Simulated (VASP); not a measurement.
These are r2SCAN meta-GGA, VASP's PBE PAW potentials (set 64) (plane waves; VASP) values and carry that method's errors.

VASP ran on this input.

### INCAR
```
SYSTEM  =  Ba3GaN3
PREC  =  Accurate; ENCUT  =  520; LREAL  =  Auto
LASPH  =  .TRUE.
EDIFF  =  1E-6; NELM  =  100; ALGO  =  Normal
LMAXMIX  =  4; LMIXTAU  =  .TRUE.
ISMEAR  =  0; SIGMA  =  0.05
METAGGA  =  R2SCAN
IBRION  =  2; NSW  =  60; ISIF  =  3
EDIFFG  =  -0.02
LWAVE  =  .FALSE.; LCHARG  =  .FALSE.
```

POSCAR:
```
Ba3GaN3
1
    8.0077606107    -0.0000000404     0.0000000000
   -4.0038802703     6.9349238435    -0.0000000000
    0.0000000000    -0.0000000000     5.7063253950
Ba Ga N
6 2 6
Direct
  0.9313121262   0.6381045077   0.2500000000
  0.0686878738   0.3618954923   0.7500000000
  0.2932076185   0.9313121262   0.7500000000
  0.7067923815   0.0686878738   0.2500000000
  0.3618954923   0.2932076185   0.2500000000
  0.6381045077   0.7067923815   0.7500000000
  0.6666670000   0.3333330000   0.7500000000
  0.3333330000   0.6666670000   0.2500000000
  0.8920340887   0.5829228717   0.7500000000
  0.1079659113   0.4170771283   0.2500000000
  0.3091112170   0.8920340887   0.2500000000
  0.6908887830   0.1079659113   0.7500000000
  0.4170771283   0.3091112170   0.7500000000
  0.5829228717   0.6908887830   0.2500000000
```

### KPOINTS
```
Automatic mesh
0
Gamma
3 3 4
0 0 0
```

POTCAR, in this order: Ba_sv Ga_d N (PBE.64 set). Program: vasp_std.

Energy and stress use the plane-wave basis of the starting cell. Unless said otherwise, spin-orbit coupling is left out, though it shifts the bands of the heavy elements here.

What does the run give for the energy per atom (σ→0), volume per atom, band gap (on the k-mesh)?

The energy per atom (σ→0) is -17.543 eV/atom. The band gap (on the k-mesh) is 0.57 eV and the volume per atom is 23.31 Å³/atom.

File OSZICAR:
```
...
DAV:   4    -0.245598038040E+03    0.10624E-02   -0.42367E-03  1634   0.359E-01    0.461E-02
DAV:   5    -0.245598448864E+03   -0.41082E-03   -0.15833E-03  1313   0.250E-01    0.273E-02
DAV:   6    -0.245598932185E+03   -0.48332E-03   -0.35083E-04  1391   0.114E-01    0.188E-02
DAV:   7    -0.245598884045E+03    0.48141E-04   -0.85661E-05  1571   0.476E-02    0.838E-03
DAV:   8    -0.245598930901E+03   -0.46857E-04   -0.74547E-05  1404   0.496E-02    0.493E-03
DAV:   9    -0.245598945109E+03   -0.14207E-04   -0.81479E-06  1365   0.179E-02    0.231E-03
DAV:  10    -0.245598944505E+03    0.60342E-06   -0.17271E-06   932   0.801E-03
   4 F= -.24559894E+03 E0= -.24559894E+03  d E =-.645444E-02
```

The structure comes from a computed database's Ba3GaN3 entry (P6_3/m); how it stands against other phases isn't given here. This run relaxes it. Symmetry was kept, so distortions that lower it aren't found. The start is the result of an earlier pass.
